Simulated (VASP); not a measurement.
# Band-edge properties of CdH2 (Fm-3m), part 2 of 3

Wanted: where the band edges of CdH2 lie, how heavy the carriers are and how strain moves the gap. The cell is generated by rule, not measured, and may not be a known phase.

VASP 6.6.1, plane waves and PAW; the level of theory is named at each step.

So far. Step 3 (Bands on a dense mesh): At -9.9 GPa the cell is away from the equilibrium volume of this level: left free, it would shrink.

The structure was built from a prototype and need not be the compound's stable phase.

## (4) Bands with spin-orbit coupling

This step: PBE, spin-orbit coupling; plane waves and PAW (Cd, H); invented cell (VASP 6.6.1).

Spin-orbit coupling can split and shift the band edges, more so for heavy elements, so the bands are solved again with spinors.

Input file INCAR:

```
SYSTEM = CdH2
PREC = Accurate
ENCUT = 400
EDIFF = 1E-06
NELM = 100
ISMEAR = 0
SIGMA = 0.02
LREAL = .FALSE.
ALGO = Normal
GGA = PE
LNONCOLLINEAR = .TRUE.
MAGMOM = 0 0 0 0 0 0 0 0 0
NBANDS = 26
GGA_COMPAT = .FALSE.
LASPH = .TRUE.
LSORBIT = .TRUE.
LORBIT = 11
LWAVE = .FALSE.
LCHARG = .FALSE.
KPAR = 4
ISIF = 2
```

Input file POSCAR:

```
CdH2
1.0
    0.0000000000      2.8220900000      2.8220900000
    2.8220900000      0.0000000000      2.8220900000
    2.8220900000      2.8220900000      0.0000000000
Cd H
1 2
Direct
    0.0000000000      0.0000000000      0.0000000000
    0.2500000000      0.2500000000      0.2500000000
    0.7500000000      0.7500000000      0.7500000000
```

Input file KPOINTS:

```
Automatic mesh
0
Gamma
8 8 8
0 0 0
```

Input file KPOINTS_OPT:

```
Line mode
16
Line-mode
Reciprocal
  0.00000000   0.00000000   0.00000000 GAMMA
  0.50000000   0.00000000   0.50000000 X

  0.50000000   0.00000000   0.50000000 X
  0.50000000   0.25000000   0.75000000 W

  0.50000000   0.25000000   0.75000000 W
  0.37500000   0.37500000   0.75000000 K

  0.37500000   0.37500000   0.75000000 K
  0.00000000   0.00000000   0.00000000 GAMMA

  0.00000000   0.00000000   0.00000000 GAMMA
  0.50000000   0.50000000   0.50000000 L

  0.50000000   0.50000000   0.50000000 L
  0.62500000   0.25000000   0.62500000 U

  0.62500000   0.25000000   0.62500000 U
  0.50000000   0.25000000   0.75000000 W

  0.50000000   0.25000000   0.75000000 W
  0.50000000   0.50000000   0.50000000 L

  0.50000000   0.50000000   0.50000000 L
  0.37500000   0.37500000   0.75000000 K

  0.62500000   0.25000000   0.62500000 U
  0.50000000   0.00000000   0.50000000 X
```

PAW data sets: Cd and H (PBE family, release 64).

Started as:

```
mpirun -np 4 vasp_ncl
```

The log of the run:

```text
[... set-up lines as in an earlier step ...]
 entering main loop
       N       E                     dE             d eps       ncg     rms          rms(c)
DAV:   1     0.734425659612E+02    0.73443E+02   -0.57289E+03  1532   0.785E+02
DAV:   2    -0.359551340121E+01   -0.77038E+02   -0.72957E+02  1732   0.235E+02
DAV:   3    -0.607507082658E+01   -0.24796E+01   -0.24585E+01  1762   0.460E+01
DAV:   4    -0.608088490478E+01   -0.58141E-02   -0.58134E-02  1642   0.224E+00
DAV:   5    -0.608091397035E+01   -0.29066E-04   -0.29065E-04  1686   0.140E-01    0.525E+00
DAV:   6    -0.543654095463E+01    0.64437E+00   -0.74899E-01  1634   0.102E+01    0.388E+00
DAV:   7    -0.540227160832E+01    0.34269E-01   -0.31120E-01  1572   0.356E+00    0.134E+00
DAV:   8    -0.540319961243E+01   -0.92800E-03   -0.25596E-02  1604   0.185E+00    0.386E-01
DAV:   9    -0.540430355045E+01   -0.11039E-02   -0.14341E-03  1608   0.361E-01    0.212E-01
DAV:  10    -0.540457320130E+01   -0.26965E-03   -0.54444E-04  1632   0.172E-01    0.438E-02
DAV:  11    -0.540457787414E+01   -0.46728E-05   -0.49795E-05  1618   0.788E-02    0.205E-02
DAV:  12    -0.540458788728E+01   -0.10013E-04   -0.10315E-05  1574   0.185E-02    0.495E-03
DAV:  13    -0.540458795085E+01   -0.63566E-07   -0.69325E-07  1236   0.430E-03
   1 F= -.54045880E+01 E0= -.54045879E+01  d E =-.174392E-06  mag=    -0.0000    -0.0000    -0.0000
 Start KPOINTS_OPT (optional k-point list driver)
k-point batch [1-29\160]
       N       E                     dE             ncg
DAV:   1    -0.601284888793E+03   -0.92024E+04     1564
DAV:   2    -0.277894573763E+04   -0.21777E+04     1802
DAV:   3    -0.284609115690E+04   -0.67145E+02     1766
DAV:   4    -0.284624544995E+04   -0.15429E+00     1654
DAV:   5    -0.284624628035E+04   -0.83040E-03     1732
DAV:   6    -0.284624628799E+04   -0.76413E-05     1666
DAV:   7    -0.284624628807E+04   -0.75721E-07     1270
[...]
k-point batch [146-160\160]
       N       E                     dE             ncg
DAV:   1     0.531237955383E+04   -0.69598E+04      796
DAV:   2     0.421807521556E+04   -0.10943E+04     1002
DAV:   3     0.418329804985E+04   -0.34777E+02      828
DAV:   4     0.418322240423E+04   -0.75646E-01      840
DAV:   5     0.418322190347E+04   -0.50076E-03      832
DAV:   6     0.418322189828E+04   -0.51916E-05      840
DAV:   7     0.418322189823E+04   -0.55547E-07      590
```

The job ended after 73 s (4 MPI ranks of AMD EPYC 7R43, shared host; peak memory 0.99 GiB; 4.8 min of CPU time).

OUTCAR, selected parts (step 4):

```text
The static configuration has the point symmetry O_h .

 Found     29 irreducible k-points:

   k-points           NKPTS =     29   k-points in BZ     NKDIM =     29   number of bands    NBANDS=     26

   NELECT =      14.0000    total number of electrons

 E-fermi :  -0.5641

 k-point     1 :       0.0000    0.0000    0.0000
  band No.  band energies     occupation
    ...
      8      -8.2971      1.00000
      9      -8.2971      1.00000
     10      -8.2971      1.00000
     11      -7.5947      1.00000
     12      -7.5947      1.00000
     13      -0.0335      0.00000
     14      -0.0335      0.00000
     15       7.1645      0.00000
     16       7.1645      0.00000
     17       7.6961      0.00000
    ...

 k-point     2 :       0.1250    0.0000    0.0000
  band No.  band energies     occupation
    ...
      8      -8.3092      1.00000
      9      -8.2857      1.00000
     10      -8.2857      1.00000
     11      -7.3764      1.00000
     12      -7.3764      1.00000
     13      -0.1591      0.00000
     14      -0.1591      0.00000
     15       5.5914      0.00000
     16       5.5914      0.00000
     17       7.2856      0.00000
    ...

  Total       -2.7922047     -2.7922047     -2.7922047     -0.0000000     -0.0000000      0.0000000
  in kB      -99.5211213    -99.5211213    -99.5211213     -0.0000000     -0.0000000      0.0000000
  external PRESSURE =     -99.5211213 kB  Pullay stress =       0.0000000 kB

 POSITION                                       TOTAL-FORCE (eV/Angst)
 -----------------------------------------------------------------------------------
      0.00000      0.00000      0.00000         0.000000     -0.000000      0.000000
      1.41105      1.41105      1.41105        -0.000000     -0.000000     -0.000000
      4.23314      4.23314      4.23314         0.000000      0.000000      0.000000
 -----------------------------------------------------------------------------------
    total drift:                               -0.000000      0.000000      0.000000

  FREE ENERGIE OF THE ION-ELECTRON SYSTEM (eV)
  ---------------------------------------------------
  free  energy   TOTEN  =        -5.4045879508 eV

  energy  without entropy=       -5.4045877765  energy(sigma->0) =       -5.40458786

 Spin-Orbit-Coupling matrix elements
 Ion:    1  E_soc:     -0.0489493
 Ion:    2  E_soc:      0.0000000
 Ion:    3  E_soc:      0.0000000

 total charge
# of ion       s       p       d       tot
------------------------------------------
    1        0.392   0.159   9.560  10.111
    2        0.447   0.003   0.000   0.450
    3        0.447   0.003   0.000   0.450
--------------------------------------------------
tot          1.287   0.165   9.560  11.012

 magnetization (x)
# of ion       s       p       d       tot
------------------------------------------
    1        0.000  -0.000   0.000  -0.000
    2       -0.000  -0.000   0.000  -0.000
    3       -0.000  -0.000   0.000  -0.000
--------------------------------------------------
tot         -0.000  -0.000   0.000  -0.000

 magnetization (y)
# of ion       s       p       d       tot
------------------------------------------
    1        0.000   0.000   0.000   0.000
    2        0.000   0.000   0.000   0.000
    3        0.000  -0.000   0.000  -0.000
--------------------------------------------------
tot          0.000  -0.000   0.000  -0.000

 magnetization (z)
# of ion       s       p       d       tot
------------------------------------------
    1       -0.000   0.000   0.000   0.000
    2        0.000  -0.000   0.000   0.000
    3        0.000  -0.000   0.000   0.000
--------------------------------------------------
tot          0.000  -0.000   0.000   0.000

[... 7 parts as in an earlier step ...]

[... 5 further parts left out ...]
```

LASPH is on here and off in the session's scalar semilocal runs, so a comparison with those holds both changes.

This step gave:

- bands: 26
- irreducible k-points: 29
- free energy (TOTEN): -5.405 eV
- Fermi energy: -0.5641 eV
- pressure: -9.952 GPa

The spin moment in the PAW sphere vanishes on all atoms.

On-site spin-orbit energy by atom:

```tsv
atom	on-site spin-orbit energy (eV)
Cd1	-0.0489
H2	0.0000
H3	0.0000
```

Electronic bands along the path, in eV, zero at the Fermi level; # counts the bands kept:

```tsv
point	#11	#12	#13	#14	#15	#16	#17	#18
Γ	-7.03	-7.03	0.53	0.53	7.73	7.73	8.26	8.26
0.47 of the way	-6.05	-6.05	0.19	0.19	3.78	3.78	5.65	5.65
X	-3.60	-3.60	-0.68	-0.68	-0.13	-0.13	4.06	4.06
0.47 of the way	-3.28	-3.28	-0.87	-0.87	-0.60	-0.60	3.43	3.43
W	-2.28	-2.28	-2.24	-2.24	-0.48	-0.48	2.79	2.79
0.53 of the way	-2.76	-2.76	-2.01	-2.01	-0.21	-0.21	3.29	3.29
K	-2.90	-2.90	-2.02	-2.02	-0.07	-0.07	4.29	4.29
0.47 of the way	-5.51	-5.51	-0.61	-0.61	2.76	2.76	6.15	6.15
Γ	-7.03	-7.03	0.53	0.53	7.73	7.73	8.26	8.26
0.53 of the way	-6.01	-6.01	-0.43	-0.43	4.28	4.28	6.85	6.85
L	-3.60	-3.60	-3.38	-3.38	3.74	3.74	5.87	5.87
0.53 of the way	-3.24	-3.24	-2.94	-2.94	1.72	1.72	4.96	4.96
U	-2.90	-2.90	-2.02	-2.02	-0.07	-0.07	4.29	4.29
0.47 of the way	-2.76	-2.76	-2.01	-2.01	-0.21	-0.21	3.29	3.29
W	-2.28	-2.28	-2.24	-2.24	-0.48	-0.48	2.79	2.79
0.53 of the way	-3.22	-3.22	-2.94	-2.94	1.73	1.73	4.40	4.40
L	-3.60	-3.60	-3.38	-3.38	3.74	3.74	5.87	5.87
0.47 of the way	-3.32	-3.32	-3.04	-3.04	2.07	2.07	5.10	5.10
K	-2.90	-2.90	-2.02	-2.02	-0.07	-0.07	4.29	4.29
jump to U	-2.90	-2.90	-2.02	-2.02	-0.07	-0.07	4.29	4.29
0.47 of the way	-3.39	-3.39	-0.89	-0.89	-0.41	-0.41	4.10	4.10
X	-3.60	-3.60	-0.68	-0.68	-0.13	-0.13	4.06	4.06
```

Of the projections kept (Cd, H), the largest for each band there; the rest of the weight can lie on other orbitals:

```tsv
point	#11	#12	#13	#14	#15	#16	#17	#18
Γ	Cd 0.58	Cd 0.58	H 1.00	H 1.00	H 0.54	H 0.54	Cd 0.99	Cd 0.99
X	H 0.74	H 0.74	Cd 0.99	Cd 0.99	H 0.77	H 0.77	Cd 0.94	Cd 0.94
W	H 0.66	H 0.66	H 0.68	H 0.68	Cd 0.99	Cd 0.99	Cd 0.94	Cd 0.94
K	H 0.69	H 0.69	Cd 0.51	Cd 0.51	Cd 0.86	Cd 0.86	Cd 0.60	Cd 0.60
Γ	Cd 0.58	Cd 0.58	H 1.00	H 1.00	H 0.54	H 0.54	Cd 0.99	Cd 0.99
L	Cd 0.69	Cd 0.69	H 0.72	H 0.72	Cd 0.56	Cd 0.56	H 0.77	H 0.77
```

## (5) Orbitals for bands with HSE06, ENCUT 400

This step: PBE; plane waves and PAW (Cd, H); invented cell (VASP 6.6.1).

The hybrid starts from PBE orbitals, which saves many expensive cycles.

Input file INCAR:

```
SYSTEM = CdH2
PREC = Accurate
ENCUT = 400
EDIFF = 1E-05
NELM = 100
ISMEAR = 0
SIGMA = 0.02
LREAL = .FALSE.
ALGO = Normal
GGA = PE
NBANDS = 13
LORBIT = 11
LWAVE = .TRUE.
LCHARG = .FALSE.
KPAR = 4
```

POSCAR is that of step 4.

Input file KPOINTS:

```
Automatic mesh
0
Gamma
4 4 4
0 0 0
```

Started as:

```
mpirun -np 4 vasp_std
```

The log of the run:

```text
[... set-up lines as in an earlier step ...]
 entering main loop
       N       E                     dE             d eps       ncg     rms          rms(c)
DAV:   1     0.640862701553E+02    0.64086E+02   -0.60562E+03   216   0.786E+02
DAV:   2    -0.401667256765E+01   -0.68103E+02   -0.64620E+02   238   0.219E+02
DAV:   3    -0.605028324613E+01   -0.20336E+01   -0.20218E+01   238   0.409E+01
DAV:   4    -0.605386623831E+01   -0.35830E-02   -0.35829E-02   233   0.177E+00
DAV:   5    -0.605387955703E+01   -0.13319E-04   -0.13319E-04   251   0.101E-01    0.516E+00
DAV:   6    -0.546462428899E+01    0.58926E+00   -0.11147E+00   250   0.984E+00    0.306E+00
DAV:   7    -0.545470748696E+01    0.99168E-02   -0.96163E-02   236   0.255E+00    0.123E+00
DAV:   8    -0.545652286365E+01   -0.18154E-02   -0.12978E-02   226   0.962E-01    0.200E-01
DAV:   9    -0.545756876756E+01   -0.10459E-02   -0.93943E-04   231   0.224E-01    0.724E-02
DAV:  10    -0.545757563646E+01   -0.68689E-05   -0.28791E-05   225   0.350E-02
   1 F= -.54575756E+01 E0= -.54573346E+01  d E =-.482070E-03
 writing wavefunctions
```

Run time: 3.2 s. Hardware: 4 MPI ranks; peak memory 0.45 GiB; 10 s of CPU time.

Parts of OUTCAR (step 5):

```text
   k-points           NKPTS =      8   k-points in BZ     NKDIM =      8   number of bands    NBANDS=     13

   NELECT =      14.0000    total number of electrons

 E-fermi :  -0.7648

 k-point     1 :       0.0000    0.0000    0.0000
  band No.  band energies     occupation
    ...
      2      -8.6062      2.00000
      3      -8.6062      2.00000
      4      -8.4937      2.00000
      5      -8.4937      2.00000
      6      -7.6166      2.00000
      7      -0.1115      0.00000
      8       7.1192      0.00000
      9       8.1337      0.00000
     10       8.1337      0.00000
     11       8.1337      0.00000
    ...

  Total       -2.8491333     -2.8491333     -2.8491333     -0.0000000      0.0000000     -0.0000000
  in kB     -101.5501987   -101.5501987   -101.5501987     -0.0000000      0.0000000     -0.0000000
  external PRESSURE =    -101.5501987 kB  Pullay stress =       0.0000000 kB

 POSITION                                       TOTAL-FORCE (eV/Angst)
 -----------------------------------------------------------------------------------
      0.00000      0.00000      0.00000         0.000000      0.000000     -0.000000
      1.41105      1.41105      1.41105         0.000000      0.000000      0.000000
      4.23314      4.23314      4.23314        -0.000000     -0.000000      0.000000
 -----------------------------------------------------------------------------------
    total drift:                               -0.000000     -0.000000      0.000000

  FREE ENERGIE OF THE ION-ELECTRON SYSTEM (eV)
  ---------------------------------------------------
  free  energy   TOTEN  =        -5.4575756365 eV

  energy  without entropy=       -5.4570935667  energy(sigma->0) =       -5.45733460

[... 6 parts as in an earlier step ...]

[... 10 further parts left out ...]
```

The k-mesh is coarse for a metal.

This step gave:

* SCF cycles: 10
* bands: 13
* irreducible k-points: 8
* free energy (TOTEN): -5.458 eV
* energy at zero smearing: -5.457 eV
* Fermi energy: -0.7648 eV
* pressure: -10.16 GPa

The run ends at a pressure of -10.16 GPa.

## (6) Bands with HSE06

This step: HSE06; plane waves and PAW (Cd, H); invented cell (VASP 6.6.1).

A quarter of screened exact exchange corrects much of the semilocal gap error; its cost forces a coarser mesh.

Input file INCAR:

```
SYSTEM = CdH2
PREC = Accurate
ENCUT = 400
EDIFF = 1E-06
NELM = 100
ISMEAR = 0
SIGMA = 0.02
LREAL = .FALSE.
ALGO = Normal
LHFCALC = .TRUE.
AEXX = 0.25
GGA = PE
HFSCREEN = 0.2
LASPH = .TRUE.
NBANDS = 13
PRECFOCK = Fast
LORBIT = 11
LWAVE = .FALSE.
LCHARG = .FALSE.
KPAR = 4
ISIF = 2
```

POSCAR is that of step 5.

KPOINTS is that of step 5.

Edit KPOINTS_OPT of step 4 so:

```diff
@@ -1,3 +1,3 @@
 Line mode
-16
+8
 Line-mode
```

The run starts from files that an earlier step left in the folder.

Started as:

```
mpirun -np 4 vasp_std
```

The log of the run:

```text
[banner, memory and clock lines left out]
running    4 mpi-ranks, on    1 nodes
[...]
LDA part: xc-table for (Slater+PW92), standard interpolation
 found WAVECAR, reading the header
 POSCAR, INCAR and KPOINTS ok, starting setup
[...]
reading WAVECAR
 the WAVECAR file was read successfully
 initial charge from wavefunction
 entering main loop
       N       E                     dE             d eps       ncg     rms          rms(c)
DAV:   1    -0.651245913009E+01   -0.65125E+01   -0.44875E-01   208   0.522E+00    0.156E+00
DAV:   2    -0.652230504338E+01   -0.98459E-02   -0.27137E-02   213   0.165E+00    0.811E-01
DAV:   3    -0.652070309983E+01    0.16019E-02   -0.23821E-03   223   0.600E-01    0.658E-01
DAV:   4    -0.651832569598E+01    0.23774E-02   -0.19764E-03   208   0.352E-01    0.538E-01
[...]
DAV:  12    -0.651959220049E+01   -0.89695E-05   -0.37442E-05   208   0.450E-02    0.201E-02
DAV:  13    -0.651959412460E+01   -0.19241E-05   -0.37673E-06   208   0.167E-02    0.104E-02
DAV:  14    -0.651959437280E+01   -0.24820E-06   -0.23470E-07   104   0.539E-03
   1 F= -.65195944E+01 E0= -.65191123E+01  d E =-.964141E-03
 Start KPOINTS_OPT (optional k-point list driver)
k-point batch [1-8\80]
       N       E                     dE             ncg
DAV:   1    -0.278590200769E+03   -0.22222E+04      240
DAV:   2    -0.941125772748E+03   -0.66254E+03      223
DAV:   3    -0.958491274689E+03   -0.17366E+02      253
DAV:   4    -0.958578056708E+03   -0.86782E-01      263
DAV:   5    -0.958578335900E+03   -0.27919E-03      279
DAV:   6    -0.958578337130E+03   -0.12301E-05      221
DAV:   7    -0.958578337164E+03   -0.33451E-07      208
k-point batch [9-16\80]
|                     _     ____    _    _    _____     _                     |
|                    | |   |  _ \  | |  | |  / ____|   | |                    |
|                    | |   | |_) | | |  | | | |  __    | |                    |
|                    |_|   |  _ <  | |  | | | | |_ |   |_|                    |
|                     _    | |_) | | |__| | | |__| |    _                     |
|                    (_)   |____/   \____/   \_____|   (_)                    |
|                                                                             |
|                                                                             |
|     internal error in CHECK_GEN_LAYOUT: G-vectors changed at ik:10 old:     |
|     792 new: 791                                                            |
|                                                                             |
|     If you are not a developer, you should not encounter this problem.      |
|     Please submit a bug report.                                             |
|                                                                             |

|                     _     ____    _    _    _____     _                     |
|                    | |   |  _ \  | |  | |  / ____|   | |                    |
|                    | |   | |_) | | |  | | | |  __    | |                    |
|                    |_|   |  _ <  | |  | | | | |_ |   |_|                    |
|                     _    | |_) | | |__| | | |__| |    _                     |
|                    (_)   |____/   \____/   \_____|   (_)                    |
|                                                                             |
|                                                                             |
|     internal error in CHECK_GEN_LAYOUT: G-vectors changed at ik:10 old:     |
|     792 new: 791                                                            |
|                                                                             |
|     If you are not a developer, you should not encounter this problem.      |
|     Please submit a bug report.                                             |
|                                                                             |

|                     _     ____    _    _    _____     _                     |
|                    | |   |  _ \  | |  | |  / ____|   | |                    |
|                    | |   | |_) | | |  | | | |  __    | |                    |
|                    |_|   |  _ <  | |  | | | | |_ |   |_|                    |
|                     _    | |_) | | |__| | | |__| |    _                     |
|                    (_)   |____/   \____/   \_____|   (_)                    |
|                                                                             |
|                                                                             |
|     internal error in CHECK_GEN_LAYOUT: G-vectors changed at ik:10 old:     |
|     792 new: 791                                                            |
|                                                                             |
|     If you are not a developer, you should not encounter this problem.      |
|     Please submit a bug report.                                             |
|                                                                             |

|                     _     ____    _    _    _____     _                     |
|                    | |   |  _ \  | |  | |  / ____|   | |                    |
|                    | |   | |_) | | |  | | | |  __    | |                    |
|                    |_|   |  _ <  | |  | | | | |_ |   |_|                    |
|                     _    | |_) | | |__| | | |__| |    _                     |
|                    (_)   |____/   \____/   \_____|   (_)                    |
|                                                                             |
|                                                                             |
|     internal error in CHECK_GEN_LAYOUT: G-vectors changed at ik:10 old:     |
|     792 new: 791                                                            |
|                                                                             |
|     If you are not a developer, you should not encounter this problem.      |
|     Please submit a bug report.                                             |
|                                                                             |

1
1
1
1
```

Wall time 62 s (4 MPI ranks).

The run ended with an error.

VASP's message: “internal error in CHECK_GEN_LAYOUT: G-vectors changed at ik:10 old: 792 new: 791”. No number of this run is used.

[end of part 2 of 3]

[Lines on the potential files, build, host, timing and source positions are cut from VASP's logs without a mark.]

[Logs are printed without paths, hosts, clocks, repeated set-up lines and the standing remarks that a program may print on its own settings, such as how far it seeks lower states.]

[Hosts, paths, dates, database ids (printed as entryN), source tags and the programs' standing remarks are cut or masked in the printed files.]

[In band tables of VASP the shares of atoms and orbitals are scaled to a sum of 1 inside the atoms' spheres.]

[Gaps and slopes under strain along one axis are those of the sampled path and mesh points; where strain splits equal valleys, another of them can be the edge.]
